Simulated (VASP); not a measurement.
Consider the following.

```xyz
1
Lattice="-1.4316 1.4316 1.4316 1.4316 -1.4316 1.4316 1.4316 1.4316 -1.4316" Properties=species:S:1:pos:R:3 pbc="T T T"
Fe     0.0000     0.0000     0.0000
```
Starting moments (μB, in the order of the record's atoms Fe): 2.3.

Method: RPBE GGA, VASP's PBE PAW potentials (set 64) (plane waves; VASP). Settings: 520 eV cut-off, Gaussian smearing of 0.050 eV, potentials Fe.

Question: Give the spin-up energies of bands 1 to 6 at the high-symmetry points, in eV from the Fermi level.

Answer: 
```csv
band,Γ,H,N,P
1,-8.15,-4.62,-4.70,-3.09
2,-2.22,-4.62,-3.24,-3.09
3,-2.22,0.07,-1.02,-3.09
4,-2.22,0.07,-0.90,-0.87
5,-1.08,0.07,0.32,-0.87
6,-1.08,9.81,0.61,8.47
```

Question: Give the spin-down energies of bands 1 to 6 at the high-symmetry points, in eV from the Fermi level.

Answer: 
```csv
band,Γ,H,N,P
1,-8.05,-2.72,-3.37,-1.62
2,-0.18,-2.72,-1.42,-1.62
3,-0.18,2.40,0.63,-1.62
4,-0.18,2.40,1.67,2.10
5,1.81,2.40,2.06,2.10
6,1.81,10.02,2.69,9.34
```

It has no gap at this level: it comes out as a metal or semimetal.

The compound is Fe in the bcc structure. It was relaxed first.
